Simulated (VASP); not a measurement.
# PtI2Cl6 (Fm-3m) in VASP: a series of runs

The runs below take PtI2Cl6 through single point, with PBE.

Everything below comes from runs of VASP 6.6.1. Logs are shortened: lines on timing, memory, paths and dates and some standing lists are left out, and cuts for length are marked.

## Step 1: The structure

The structure is cubic, space group Fm-3m (No. 225). Conventional cell: a = 10.175 Å, b = 10.175 Å, c = 10.175 Å, α = 90.00°, β = 90.00°, γ = 90.00°. Pt (site symmetry m-3m) has 6 Cl at 2.34 Å as nearest neighbours. Around I (site symmetry -43m) lie 12 Cl at 3.60 Å. Around Cl (site symmetry 4mm) lie 1 Pt at 2.34 Å.

The cell was built by a generator and needn't be a form met in nature.

## Step 2: Single point, PBE

Contents of INCAR:

```
SYSTEM = PtI2Cl6
PREC = Accurate
ENCUT = 520
EDIFF = 1E-7
ISMEAR = -1
SIGMA = 0.1
LREAL = .False.
LASPH = .True.
NELM = 60
ALGO = Fast
ISIF = 2
LWAVE = .False.
LCHARG = .False.
GGA = PE
NBANDS = 43
```

Contents of KPOINTS:

```
Automatic mesh
0
Gamma
  3 3 3
  0 0 0
```

Contents of POSCAR:

```
PtI2Cl6
1.0
    0.0000000000      5.0877250000      5.0877250000
    5.0877250000      0.0000000000      5.0877250000
    5.0877250000      5.0877250000      0.0000000000
Pt I Cl
1 2 6
Direct
    0.0000000000      0.0000000000      0.0000000000
    0.2500000000      0.2500000000      0.2500000000
    0.7500000000      0.7500000000      0.7500000000
    0.7700000000      0.2300000000      0.2300000000
    0.2300000000      0.7700000000      0.2300000000
    0.2300000000      0.7700000000      0.7700000000
    0.7700000000      0.2300000000      0.7700000000
    0.2300000000      0.2300000000      0.7700000000
    0.7700000000      0.7700000000      0.2300000000
```

Potentials or basis: VASP PAW PBE potentials, release 64 (Pt, I, Cl).

Command:

```console
> cat potpaw_PBE.64/Pt/POTCAR potpaw_PBE.64/I/POTCAR potpaw_PBE.64/Cl/POTCAR > POTCAR
> mpirun -np 1 vasp_std > vasp.out
```

OUTCAR:

```text
SYSTEM = PtI2Cl6
   PREC = Accurate
   ENCUT = 520
   EDIFF = 1E-7
   ISMEAR = -1
   LREAL = .False.
   LASPH = .True.
   NELM = 60
   ISIF = 2
   GGA = PE

 ion  position               nearest neighbor table
   1  0.000  0.000  0.000-   4 2.34   5 2.34   6 2.34   7 2.34   8 2.34   9 2.34
   2  0.250  0.250  0.250-
   3  0.750  0.750  0.750-
   4  0.770  0.230  0.230-   1 2.34
   5  0.230  0.770  0.230-   1 2.34
   6  0.230  0.770  0.770-   1 2.34
   7  0.770  0.230  0.770-   1 2.34
   8  0.230  0.230  0.770-   1 2.34
   9  0.770  0.770  0.230-   1 2.34

  LATTYP: Found a face centered cubic cell.
 ALAT       =    10.1754500000

  Lattice vectors:

 A1 = (   0.0000000000,   5.0877250000,   5.0877250000)
 A2 = (   5.0877250000,   0.0000000000,   5.0877250000)
 A3 = (   5.0877250000,   5.0877250000,   0.0000000000)

Analysis of symmetry for initial positions (statically):
=====================================================================
 Subroutine PRICEL returns:
 Original cell was already a primitive cell.

 Routine SETGRP: Setting up the symmetry group for a
 face centered cubic supercell.

 Subroutine GETGRP returns: Found 48 space group operations
 (whereof 48 operations were pure point group operations)
 out of a pool of 48 trial point group operations.

The static configuration has the point symmetry O_h .

Analysis of symmetry for dynamics (positions and initial velocities):
=====================================================================
 Subroutine PRICEL returns:
 Original cell was already a primitive cell.

 Routine SETGRP: Setting up the symmetry group for a
 face centered cubic supercell.

 Subroutine GETGRP returns: Found 48 space group operations
 (whereof 48 operations were pure point group operations)
 out of a pool of 48 trial point group operations.

The dynamic configuration has the point symmetry O_h .

 Subroutine INISYM returns: Found 48 space group operations
 (whereof 48 operations are pure point group operations),
 and found     1 'primitive' translations

----------------------------------------------------------------------------------------

                                     Primitive cell

  volume of cell :     263.3910

  direct lattice vectors                    reciprocal lattice vectors
[... 85 lines left out ...]
   NFREE  =      0    steps in history (QN), initial steepest desc. (CG)
   ISIF   =      2    stress and relaxation
   ISYM   =      2    0-nonsym 1-usesym 2-fastsym
   POTIM  = 0.5000    time-step for ionic-motion
   TEBEG  =    0.0;   TEEND  =   0.0 temperature during run
   PSTRESS=    0.0 pullay stress
   NELECT =      66.0000    total number of electrons
   NUPDOWN=      -1.0000    fix difference up-down
   EMIN   =  10.00;   EMAX   =-10.00  energy-range for DOS
   EFERMI =   0.00;   METHOD = LEGACY
   ISMEAR =    -1;   SIGMA  =   0.10  broadening in eV -4-tet -1-fermi 0-gaus
   EFERMI_NEDOS =   21; number of points for ismear=-14 and -15
   IALGO  =     68    algorithm
   IMIX   =      4    mixing-type and parameters
     AMIX     =   0.40;   BMIX     =  1.00
     AMIX_MAG =   1.60;   BMIX_MAG =  1.00
  volume/ion in A,a.u.               =      29.27       197.49
  Fermi-wavevector in a.u.,A,eV,Ry     =   1.032102  1.950390 14.493389  1.065234
  Thomas-Fermi vector in A             =   2.166283
   LORBIT       =      0    0 simple, 1 ext, 2 COOP (PROOUT), +10 PAW based schemes
   GGA     = PE    functional components
   LHFCALC =     F    Hartree Fock is set to
   AEXX    =    0.0000 exact exchange contribution
   IVDW    =     0    specifies the selected vdW correction
   LEPSILON=     F    determine dielectric tensor
   LRPA    =     F    only Hartree local field effects (RPA)
 non-spin polarized calculation
 RMM-DIIS sequential band-by-band and
  energy-cutoff  :      520.00
  volume of cell :      263.39
 maximum number of plane-waves:      7150
 NGX is ok and might be reduce to    54
   NGX = 27   NGY = 27   NGZ = 27

 number of electron      65.9999998 magnetization

 Free energy of the ion-electron system (eV)
  ---------------------------------------------------
  ext. energy  EPLUGINS =         0.00000000
  ---------------------------------------------------
  free energy    TOTEN  =       -20.64015718 eV

  energy without entropy =      -20.24328996  energy(sigma->0) =      -20.44172357

 E-fermi :   1.4818     XC(G=0):  -8.4348

 val. band max:        1.4667895433   @ k =  -0.3333   0.3333   0.0000
 cond. band min:       1.4959578321   @ k =  -0.3333   0.3333   0.0000
 fundamental gap:      0.0291682888
 Fermi energy:         1.4818061788

 k-point     1 :       0.0000    0.0000    0.0000
  band No.  band energies     occupation
      1     -13.6580      2.00000
      2     -12.8161      2.00000
      3     -12.8161      2.00000
      4     -12.7932      2.00000
      5     -12.7932      2.00000
      6     -12.7932      2.00000
[... 173 lines left out ...]
     42      10.0743      0.00000
     43      10.3361      0.00000

------------------------ aborting loop because EDIFF is reached ----------------------------------------

  FORCE on cell =-STRESS in cart. coord.  units (eV):
  Direction    XX          YY          ZZ          XY          YZ          ZX
  --------------------------------------------------------------------------------------
  -------------------------------------------------------------------------------------
  Total       -1.8469055     -1.8469055     -1.8469055      0.0000000      0.0000000      0.0000000
  in kB      -11.2345164    -11.2345164    -11.2345164      0.0000000      0.0000000      0.0000000
  external PRESSURE =     -11.2345164 kB  Pullay stress =       0.0000000 kB

 VOLUME and BASIS-vectors are now :
 -----------------------------------------------------------------------------
  energy-cutoff  :      520.00
  volume of cell :      263.39
      direct lattice vectors                 reciprocal lattice vectors
     0.000000000  5.087725000  5.087725000    -0.098275752  0.098275752  0.098275752
     5.087725000  0.000000000  5.087725000     0.098275752 -0.098275752  0.098275752
     5.087725000  5.087725000  0.000000000     0.098275752  0.098275752 -0.098275752

 POSITION                                       TOTAL-FORCE (eV/Angst)
 -----------------------------------------------------------------------------------
      0.00000      0.00000      0.00000         0.000000      0.000000     -0.000000
      2.54386      2.54386      2.54386         0.000000      0.000000     -0.000000
      7.63159      7.63159      7.63159         0.000000      0.000000     -0.000000
      2.34035      5.08772      5.08772        -0.195772      0.000000     -0.000000
      5.08772      2.34035      5.08772         0.000000     -0.195772     -0.000000
      7.83510      5.08772      5.08772         0.195772      0.000000     -0.000000
      5.08772      7.83510      5.08772         0.000000      0.195772     -0.000000
      5.08772      5.08772      2.34035         0.000000      0.000000     -0.195772
      5.08772      5.08772      7.83510         0.000000      0.000000      0.195772
 -----------------------------------------------------------------------------------
    total drift:                               -0.000000     -0.000000      0.000000

  FREE ENERGIE OF THE ION-ELECTRON SYSTEM (eV)
  ---------------------------------------------------
  free  energy   TOTEN  =       -20.6401571844 eV

  energy  without entropy=      -20.2432899646  energy(sigma->0) =      -20.44172357
```

It took 68 s on 1 thread of AMD EPYC 9R45 (Zen 5), shared host; peak memory 0.38 GiB.

Results:

* Free energy: -20.6402 eV
* Pressure: -1.1 GPa
* Largest force: 0.196 eV/Å
* Band gap on the k mesh: none (metal or under the smearing width)

Forces on the atoms (eV/Å):
```
Pt   0.000  0.000  0.000
I    0.000  0.000  0.000
I    0.000  0.000  0.000
Cl  -0.196  0.000  0.000
Cl   0.000 -0.196  0.000
Cl   0.196  0.000  0.000
Cl   0.000  0.196  0.000
Cl   0.000  0.000 -0.196
Cl   0.000  0.000  0.196
```

The run has no spin-orbit coupling, so splittings on I, Pt are missing.

## Step 3: Single point, PBE

INCAR, as its differences from that of step 2:

```diff
@@ -3,3 +3,3 @@
 ENCUT = 520
-EDIFF = 1E-7
+EDIFF = 1E-6
 ISMEAR = -1
@@ -8,3 +8,3 @@
 LASPH = .True.
-NELM = 60
+NELM = 100
 ALGO = Fast
```

Contents of KPOINTS:

```
regular mesh
0
Gamma
  4 4 4
  0 0 0
```

POSCAR is that of step 2.

Potentials or basis: VASP PAW PBE potentials, release 64 (Pt, I, Cl).

Command:

```console
> cat potpaw_PBE.64/Pt/POTCAR potpaw_PBE.64/I/POTCAR potpaw_PBE.64/Cl/POTCAR > POTCAR
> mpirun -np 1 vasp_std > vasp.out
```

It took 1.7 min on 1 thread of AMD EPYC 9R45 (Zen 5), shared host; peak memory 0.4 GiB.

Results (log left out):

```
Free energy            : -20.5823 eV
Pressure               : -1.0 GPa
Largest force          : 0.213 eV/Å
Band gap on the k mesh : none (metal or under the smearing width)
```

Forces on the atoms (eV/Å):
```
Pt   0.000  0.000  0.000
I    0.000  0.000  0.000
I    0.000  0.000  0.000
Cl  -0.213  0.000  0.000
Cl   0.000 -0.213  0.000
Cl   0.213  0.000  0.000
Cl   0.000  0.213  0.000
Cl   0.000  0.000 -0.213
Cl   0.000  0.000  0.213
```

Levels at points of the mesh, in eV from the Fermi level:
| k point | band 30 | band 31 | band 32 | band 33 | band 34 | band 35 | band 36 | band 37 |
| --- | --- | --- | --- | --- | --- | --- | --- | --- |
| (0.00, 0.00, 0.00) | 0.09 | 0.09 | 0.09 | 0.45 | 0.45 | 0.45 | 1.66 | 1.66 |
| (0.50, 0.00, 0.00) | -0.86 | -0.84 | 0.03 | 0.03 | 0.18 | 0.18 | 1.44 | 1.44 |
| (0.50, 0.50, 0.00) | -1.05 | -0.90 | -0.12 | -0.12 | -0.07 | -0.07 | 0.96 | 1.65 |

[end of part 1 of 2]
